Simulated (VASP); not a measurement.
ZnB:

```
Zn B
1.0
     2.80737    0.00000    0.00000
     0.00000    2.80737    0.00000
     0.00000    0.00000    2.80737
Zn B
1 1
Direct
  0.00000 0.00000 0.00000
  0.50000 0.50000 0.50000
```

The cell was built by a generator and needn't be a form met in nature.

Program: VASP 6.6.1. Alike in all runs: task band structure; no spin polarisation; cell as given; k mesh 9 × 9 × 9; smearing fermi-dirac 0.05 eV.

**Question.** Order these runs on this cell by their pressure, lowest first.
A. level PBE; potentials or basis VASP PAW PBE potentials, release 64 (Zn, B_h); cutoff (eV) 900
B. level BLYP; potentials or basis VASP PAW PBE potentials, release 64 (Zn, B); cutoff (eV) 520
C. level revPBE; potentials or basis VASP PAW PBE potentials, release 64 (Zn, B); cutoff (eV) 520
D. level LDA; potentials or basis VASP PAW LDA potentials, release 64 (Zn, B); cutoff (eV) 520
E. level SCAN; potentials or basis VASP PAW PBE potentials, release 64 (Zn, B); cutoff (eV) 520

**Answer.** D (-8.0 GPa), E (-4.0 GPa), A (0.6 GPa), C (3.0 GPa), B (8.5 GPa).

Caveats: the PAW data sets were made with another functional, which shifts forces and pressure a little (some runs).

Not every run made on this cell is shown here.
